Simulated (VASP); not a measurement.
Write the native input for VASP 6.6.1 that does the following.

- Task: relaxation of cell and atoms
- Functional: PBE
- Potentials or basis: VASP PAW PBE potentials, release 64 (Hf_pv, Te, Se)
- Cutoff: 520 eV
- k mesh: 8 × 8 × 4
- Occupations: gaussian, width 0.1 eV
- Spin: no spin polarisation
- Further INCAR settings: ALGO = Normal; EDIFF = 1e-06; IBRION = 2; EDIFFG = -0.01; NSW = 90; ISIF = 3

The structure of HfTeSe5 lies in POSCAR:

```
HfTeSe5
1.0
    4.0920000000      0.0000000000      0.0000000000
    0.0000000000      4.0920000000      0.0000000000
    0.0000000000      0.0000000000     11.3740000000
Hf Te Se
1 1 5
Direct
    0.0000000000      0.0000000000      0.5000000000
    0.5000000000      0.5000000000      0.0000000000
    0.0000000000      0.5000000000      0.3374362600
    0.0000000000      0.5000000000      0.6625637400
    0.5000000000      0.0000000000      0.3374362600
    0.5000000000      0.0000000000      0.6625637400
    0.0000000000      0.0000000000      0.0000000000
```

The cell was built by a generator and needn't be a form met in nature.

One way to write it, as run:

INCAR

```
SYSTEM = HfTeSe5
PREC = Accurate ; ENCUT = 520
EDIFF = 1E-6 ; ISMEAR = 0
SIGMA = 0.1 ; LREAL = .False.
LASPH = .True. ; NELM = 120
ALGO = Normal ; ISIF = 3
LWAVE = .False. ; LCHARG = .False.
GGA = PE ; IBRION = 2
NSW = 90 ; EDIFFG = -0.01
KPAR = 4
```

KPOINTS

```
regular mesh
0
Gamma
  8 8 4
  0 0 0
```

Potentials or basis: VASP PAW PBE potentials, release 64 (Hf_pv, Te, Se).

Run with:

```console
$ cat potpaw_PBE.64/Hf_pv/POTCAR potpaw_PBE.64/Te/POTCAR potpaw_PBE.64/Se/POTCAR > POTCAR
$ mpirun -np 4 vasp_std > vasp.out
```

Results of the run:

| Property | Result |
| --- | --- |
| Relaxed volume | 28.50 Å³/atom |
| Relaxed cell | a = 4.092 Å, b = 4.092 Å, c = 11.914 Å, α = 90.00°, β = 90.00°, γ = 90.00° |
| Space group after relaxing (to 0.05 Å) | P4/mmm (No. 123) |
| Energy gained by relaxing | 1.9 meV/atom |
| Ionic steps | 22 |
| Pressure after relaxing | 0.0 GPa |
| Largest force after relaxing | 0.008 eV/Å |

Caveat: this functional lacks dispersion, which binds the layers, so the pressure and a relaxed spacing across them are unreliable.

Run time: 9.6 min on 4 MPI ranks on Intel(R) Xeon(R) Platinum 8488C (Sapphire Rapids) (shared host), peak memory 0.45 GiB a rank.
